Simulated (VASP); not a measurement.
VASP runs on SiSn (space group P4/nmm) share one base input (PBE GGA, plane waves, VASP's PBE PAW potentials (set 64)) and change the settings named in each case.

### POSCAR
```
SiSn
1
    4.9081600000     0.0000000000     0.0000000000
    0.0000000000     4.9081600000     0.0000000000
    0.0000000000     0.0000000000     6.1846900000
Sn Si
2 2
Direct
  0.5000000000   0.0000000000   0.2368000000
  0.0000000000   0.5000000000   0.7632000000
  0.0000000000   0.0000000000   0.0000000000
  0.5000000000   0.5000000000   0.0000000000
```

### INCAR
```
SYSTEM = SiSn
PREC = Accurate; ENCUT = 300; LREAL = .False.
LASPH = .True.
EDIFF = 1E-6; NELM = 100; ALGO = Normal
LMAXMIX = 4
ISMEAR = 0; SIGMA = 0.1
GGA = PE
ISIF = 2
LWAVE = .False.; LCHARG = .False.
```

File KPOINTS:
```
Automatic mesh
0
Gamma
4 4 3
0 0 0
```

POTCAR, in this order: Sn_d Si (PBE.64 set). Program: vasp_std.

| change | E(σ→0) (eV/atom) | pressure (GPa) | −TS (eV) |
|---|---|---|---|
| base run | -3.9376 | -4.22 | -0.0011 |
| GGA removed, POTCAR Sn_d Si (LDA.64 set) | -4.4012 | … | -0.0007 |
| GGA_COMPAT = .FALSE., LNONCOLLINEAR = .TRUE., LSORBIT = .TRUE., MAGMOM = 0.0 0.0 0.0 0.0 0.0 0.0 0.0 0.0 0.0 0.0 0.0 0.0, program vasp_ncl | -3.9662 | -4.19 | -0.0007 |
| KPOINTS 2×2×2 Γ-centred mesh | -3.9644 | -4.35 | -0.0242 |

Problem. What belongs in the gaps?

Solution. 
- GGA removed, POTCAR Sn_d Si (LDA.64 set), pressure (GPa): -6.16

Energies of different potentials or functionals have different zeros.  Unless said otherwise, spin-orbit coupling is left out, though it shifts the bands of the heavy elements here. At 300 eV the pressure can carry a Pulay error.

Left out are runs that ran out of time, are held back, or changed the cell or the kind of run, fixed moments of cells without a moment, rows past the twelfth, gaps on odd meshes, pressures of charged cells and columns that move by less than the noise.

The structure was generated: SiSn was put into an ordered model structure, which need not be its known phase. The cell was not relaxed at this level.
